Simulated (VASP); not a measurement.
Input:

```yaml
crystal:
  lattice:
    - [1.96876, 1.13666, 6.56690]
    - [-1.96876, 1.13666, 6.56690]
    - [0.00000, -2.27333, 6.56690]
  atoms:
    - { symbol: Na, position: [0.00000, 0.00000, 0.00000] }
    - { symbol: Y, position: [0.50000, 0.50000, 0.50000] }
    - { symbol: S, position: [0.24264, 0.24264, 0.24264] }
    - { symbol: S, position: [0.75736, 0.75736, 0.75736] }
```

All values below come from PBEsol GGA, VASP's PBE PAW potentials (set 64) (plane waves; VASP 6.6.1). Numerical set-up: 400 eV cut-off, 7×7×7 Γ-centred mesh, tetrahedra with Blöchl corrections, potentials Na_pv Y_sv S.

The cores are frozen, which limits the accuracy of field gradients.

Question: Give the principal components of the electric field gradient (V/Å²) and the asymmetry η at each nucleus.

Answer: 
| atom | Vxx | Vyy | Vzz | η |
|---|---|---|---|---|
| Na1 | 0.8 | 0.8 | -1.5 | 0.00 |
| Y2 | -6.0 | -6.0 | 12.1 | 0.00 |
| S3 | -0.1 | -0.1 | 0.3 | - |
| S4 | -0.1 | -0.1 | 0.3 | - |

The structure comes from a computed database's NaYS2 entry (R-3m); how it stands against other phases isn't given here. It was relaxed first.
